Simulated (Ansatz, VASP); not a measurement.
# Ni3Pt: VASP beside Ansatz, part 2 of 2

One calculation is typed for both programs; each brings its own data sets. How far apart do they land? The cell is taken from a series of runs on this material, whose earlier steps may have relaxed, scaled, displaced or heated it; both programs get it as it stands.

VASP 6.6.1 and Ansatz 0.2.0.

So far: Set-up; Ansatz: single point, LDA.

### 3. VASP: single point, LDA

Level of this step: LDA, spin-polarised from a ferromagnetic start; plane waves and PAW (Pt, Ni) (VASP).

The same cell, functional (in two slightly different forms), mesh and smearing now go to VASP, with its own data sets.

Lines of VASP's logs that name or quote its potential files are left out, and so is its time.

The input, INCAR:

```
SYSTEM = Ni3Pt
PREC = Accurate
ENCUT = 600
EDIFF = 1E-06
NELM = 200
ISMEAR = -1
SIGMA = 0.05
LREAL = .FALSE.
ALGO = Normal
GGA = PW92
NBANDS = 30
ISPIN = 2
MAGMOM = 0.32 0.68 0.68 0.68
LASPH = .TRUE.
LMAXMIX = 4
LORBIT = 11
LWAVE = .FALSE.
LCHARG = .FALSE.
ISIF = 2
GGA_COMPAT = .FALSE.
```

The input, POSCAR:

```
Ni3Pt
1.0
    3.6245667900      0.0000000000      0.0000000000
    0.0000000000      3.6245667900      0.0000000000
    0.0000000000      0.0000000000      3.6245667900
Pt Ni
1 3
Direct
    0.0000000000      0.0000000000      0.0000000000
    0.5000000000      0.5000000000      0.0000000000
    0.0000000000      0.5000000000      0.5000000000
    0.5000000000      0.0000000000      0.5000000000
```

The input, KPOINTS:

```
Automatic mesh
0
Gamma
10 10 10
0 0 0
```

PAW data sets: Pt and Ni (LDA family, release 64).

The run is started by

```
$ mpirun -np 1 vasp_std
```

Numbers of over 12 decimals in the logs are rounded to 6 here.

What it wrote:

```text
[banner, memory and clock lines left out]
running    1 mpi-ranks, on    1 nodes
 distrk:  each k-point on    1 cores,    1 groups
 distr:  one band on    1 cores,    1 groups

 POSCAR found type information on POSCAR PtNi
 POSCAR found :  2 types and       4 ions
|                                                                             |
|               ----> ADVICE to this user running VASP <----                  |
|                                                                             |
|     You enforced a specific xc type in the INCAR file but a different       |
|     [... a line on the potential file left out ...]
|     I HOPE YOU KNOW WHAT YOU ARE DOING!                                     |
|                                                                             |

 LDA part: xc-table for (Slater(with rela. corr.)+PW92), standard interpolation
 POSCAR, INCAR and KPOINTS ok, starting setup
 FFT: planning ... GRIDC
 FFT: planning ... GRID_SOFT
 FFT: planning ... GRID
 WAVECAR not read
 entering main loop
       N       E                     dE             d eps       ncg     rms          rms(c)
DAV:   1     0.291917199204E+03    0.29192E+03   -0.19747E+04  6904   0.197E+03
DAV:   2    -0.972325599825E+01   -0.30164E+03   -0.28298E+03  6798   0.372E+02
DAV:   3    -0.306339906161E+02   -0.20911E+02   -0.19924E+02  7350   0.117E+02
DAV:   4    -0.310114761704E+02   -0.37749E+00   -0.37684E+00  7804   0.154E+01
DAV:   5    -0.310240544270E+02   -0.12578E-01   -0.12577E-01  8518   0.238E+00    0.220E+01
DAV:   6    -0.313078389170E+02   -0.28378E+00   -0.26639E+01  7438   0.950E+01    0.226E+01
DAV:   7    -0.278095757312E+02    0.34983E+01   -0.28500E+01  8564   0.739E+01    0.862E+00
DAV:   8    -0.274812371772E+02    0.32834E+00   -0.72990E-01  9350   0.103E+01    0.372E+00
DAV:   9    -0.274041653742E+02    0.77072E-01   -0.18824E-01 10414   0.652E+00    0.106E+00
DAV:  10    -0.274007692150E+02    0.33962E-02   -0.29243E-02  7872   0.193E+00    0.405E-01
DAV:  11    -0.274000253237E+02    0.74389E-03   -0.45149E-03  9496   0.733E-01    0.192E-01
DAV:  12    -0.273996798558E+02    0.34547E-03   -0.80572E-04  9100   0.433E-01    0.590E-02
DAV:  13    -0.273996801872E+02   -0.33145E-06   -0.79077E-05  7734   0.108E-01    0.402E-02
DAV:  14    -0.273996772289E+02    0.29583E-05   -0.45435E-06  7388   0.265E-02    0.185E-02
DAV:  15    -0.273996752202E+02    0.20087E-05   -0.25549E-06  5200   0.281E-02    0.497E-03
DAV:  16    -0.273996753001E+02   -0.79876E-07   -0.18935E-06  5596   0.101E-02
   1 F= -.27399675E+02 E0= -.27369150E+02  d E =-.610512E-01  mag=     2.2047
```

OUTCAR, selected parts (step 3):

```text
ion  position               nearest neighbor table
   1  0.000  0.000  0.000-   2 2.56   3 2.56   4 2.56   3 2.56   4 2.56   2 2.56   3 2.56   3 2.56
                             2 2.56   4 2.56   4 2.56   2 2.56
   2  0.500  0.500  0.000-   1 2.56   3 2.56   4 2.56   3 2.56   4 2.56   1 2.56   4 2.56   4 2.56
                             1 2.56   3 2.56   3 2.56   1 2.56
   3  0.000  0.500  0.500-   1 2.56   2 2.56   4 2.56   1 2.56   2 2.56   1 2.56   4 2.56   1 2.56
                             2 2.56   4 2.56   2 2.56   4 2.56
   4  0.500  0.000  0.500-   1 2.56   2 2.56   3 2.56   1 2.56   2 2.56   2 2.56   3 2.56   2 2.56
                             1 2.56   3 2.56   1 2.56   3 2.56

  LATTYP: Found a simple cubic cell.
 ALAT       =     3.6245667900

 Subroutine GETGRP returns: Found 48 space group operations
 (whereof 48 operations were pure point group operations)

The static configuration has the point symmetry O_h .

 Found     56 irreducible k-points:

   k-points           NKPTS =     56   k-points in BZ     NKDIM =     56   number of bands    NBANDS=     30

   dimension x,y,z NGX =    30 NGY =   30 NGZ =   30
   dimension x,y,z NGXF=    60 NGYF=   60 NGZF=   60

   ENCUT  =  600.0 eV  44.10 Ry    6.64 a.u.   7.24  7.24  7.24*2*pi/ulx,y,z

   NELECT =      40.0000    total number of electrons

 k-points in reciprocal lattice and weights: Automatic mesh
   0.00000000  0.00000000  0.00000000       0.001
   0.10000000  0.00000000  0.00000000       0.006
   0.20000000  0.00000000  0.00000000       0.006
   0.30000000  0.00000000  0.00000000       0.006
   0.40000000  0.00000000  0.00000000       0.006
   0.50000000  0.00000000  0.00000000       0.003
   0.10000000  0.10000000  0.00000000       0.012
   0.20000000  0.10000000  0.00000000       0.024
   0.30000000  0.10000000  0.00000000       0.024
[...]
0.50000000  0.50000000  0.40000000       0.006
   0.50000000  0.50000000  0.50000000       0.001

 average (electrostatic) potential at core
       1 -64.4548       2 -81.3240       3 -81.3240       4 -81.3240

 E-fermi :   9.7328

 spin component 1
 k-point     1 :       0.0000    0.0000    0.0000
  band No.  band energies     occupation
    ...
     14       9.2202      0.99996
     15       9.2202      0.99996
     16       9.2202      0.99996
     17       9.4943      0.99158
     18       9.4943      0.99158
     19       9.8860      0.04458
     20       9.8860      0.04458
     21       9.8860      0.04458
     22      11.9739      0.00000
     23      11.9739      0.00000
    ...

 k-point     2 :       0.1000    0.0000    0.0000
  band No.  band energies     occupation
    ...
     16       9.2203      0.99996
     17       9.4110      0.99840
     18       9.4429      0.99698
     19       9.5836      0.95180
     20       9.5836      0.95180
     21       9.8830      0.04724
     22      11.3647      0.00000
     23      12.4966      0.00000
     24      12.4966      0.00000
     25      18.3629      0.00000
    ...

 k-point     3 :       0.2000    0.0000    0.0000
  band No.  band energies     occupation
    ...
     16       9.1681      0.99999
     17       9.2041      0.99997
     18       9.2041      0.99997
     19       9.2206      0.99996
     20       9.3203      0.99974
     21       9.8754      0.05456
     22      10.0875      0.00083
     23      13.5686      0.00000
     24      13.5686      0.00000
     25      18.7067      0.00000
    ...

 k-point     4 :       0.3000    0.0000    0.0000
  band No.  band energies     occupation
    ...
     17       8.8525      1.00000
     18       8.8525      1.00000
     19       8.9382      1.00000
     20       9.1879      0.99998
     21       9.2209      0.99996
     22       9.8667      0.06428
     23      14.8289      0.00000
     24      14.8289      0.00000
     25      18.9061      0.00000
     26      19.2133      0.00000
    ...

 k-point     5 :       0.4000    0.0000    0.0000
  band No.  band energies     occupation
    ...
     17       8.4909      1.00000
     18       8.5429      1.00000
     19       8.7033      1.00000
     20       9.0746      1.00000
     21       9.2212      0.99996
     22       9.8601      0.07261
     23      16.1650      0.00000
     24      16.1650      0.00000
     25      18.9332      0.00000
     26      19.0883      0.00000
    ...

 k-point     6 :       0.5000    0.0000    0.0000
  band No.  band energies     occupation
    ...
     17       8.3238      1.00000
     18       8.4005      1.00000
     19       8.7495      1.00000
     20       9.0188      1.00000
     21       9.2214      0.99996
     22       9.8578      0.07590
     23      17.1826      0.00000
     24      17.1826      0.00000
     25      18.1994      0.00000
     26      18.1994      0.00000
    ...

  Total       -3.4529587     -3.4529587     -3.4529587      0.0000000      0.0000000     -0.0000000
  in kB     -116.1806068   -116.1806068   -116.1806068      0.0000000      0.0000000     -0.0000000
  external PRESSURE =    -116.1806068 kB  Pullay stress =       0.0000000 kB

  energy-cutoff  :      600.00
  volume of cell :       47.62
      direct lattice vectors                 reciprocal lattice vectors
     3.624566790  0.000000000  0.000000000     0.275895040  0.000000000  0.000000000
     0.000000000  3.624566790  0.000000000     0.000000000  0.275895040  0.000000000
     0.000000000  0.000000000  3.624566790     0.000000000  0.000000000  0.275895040

 POSITION                                       TOTAL-FORCE (eV/Angst)
 -----------------------------------------------------------------------------------
      0.00000      0.00000      0.00000         0.000000      0.000000      0.000000
      1.81228      1.81228      0.00000         0.000000      0.000000      0.000000
      0.00000      1.81228      1.81228         0.000000      0.000000      0.000000
      1.81228      0.00000      1.81228         0.000000      0.000000      0.000000
 -----------------------------------------------------------------------------------
    total drift:                                0.000000      0.000000     -0.000000

  FREE ENERGIE OF THE ION-ELECTRON SYSTEM (eV)
  ---------------------------------------------------
  free  energy   TOTEN  =       -27.3996753001 eV

  energy  without entropy=      -27.3386240653  energy(sigma->0) =      -27.36914968

 total charge
# of ion       s       p       d       tot
------------------------------------------
    1        0.745   0.664   8.064   9.472
    2        0.473   0.490   8.334   9.296
    3        0.473   0.490   8.334   9.296
    4        0.473   0.490   8.334   9.296
--------------------------------------------------
tot          2.163   2.133  33.065  37.361

 magnetization (x)
# of ion       s       p       d       tot
------------------------------------------
    1       -0.005  -0.021   0.332   0.306
    2       -0.003  -0.011   0.650   0.636
    3       -0.003  -0.011   0.650   0.636
    4       -0.003  -0.011   0.650   0.636
--------------------------------------------------
tot         -0.013  -0.055   2.283   2.214

[... 6 further parts left out ...]
```

The magnetic state follows from one typed start and may not be the lowest.

### 4. Comparison

Known differences besides the potentials themselves: VASP starts from the moments at which Ansatz ended; the data sets hold 72 valence electrons in Ansatz (on its default PAW (the set named soft_2) files) and 40 in VASP; the cutoff is 420 eV in Ansatz and 600 eV in VASP; VASP's log shows a relativistic correction to its local exchange, Ansatz's none; site moments are counted in spheres of each program's own size. Total energies have different zeros and are not compared.

The two programs side by side:

| quantity | Ansatz | VASP | difference |
| --- | --- | --- | --- |
| pressure (GPa) | -11.62 | -11.62 | 0.00 |
| total moment (μB) | 2.28 | 2.20 | +0.07 |
| moment on Ni2 (μB) | 0.68 | 0.64 | +0.04 |
| moment on Ni3 (μB) | 0.68 | 0.64 | +0.04 |
| moment on Ni4 (μB) | 0.68 | 0.64 | +0.04 |
| moment on Pt1 (μB) | 0.32 | 0.31 | +0.02 |

### 5. Results

```yaml
difference_in_total_moment_single_point_lda: 0.073 μB
```

What this shows: The difference in total moment is 0.073 μB (single point, LDA). The data sets hold unlike numbers of valence electrons (72 in Ansatz and 40 in VASP), so part of the differences may come from the potentials. How closely two codes agree says nothing of how well the functional describes the real material.

[Lines on the potential files, build, host, timing and source positions are cut from VASP's logs without a mark.]

[Logs are printed without paths, hosts, clocks, repeated set-up lines and the standing remarks that a program may print on its own settings, such as how far it seeks lower states.]

[Hosts, paths, dates, database ids (printed as entryN), source tags and the programs' standing remarks are cut or masked in the printed files.]
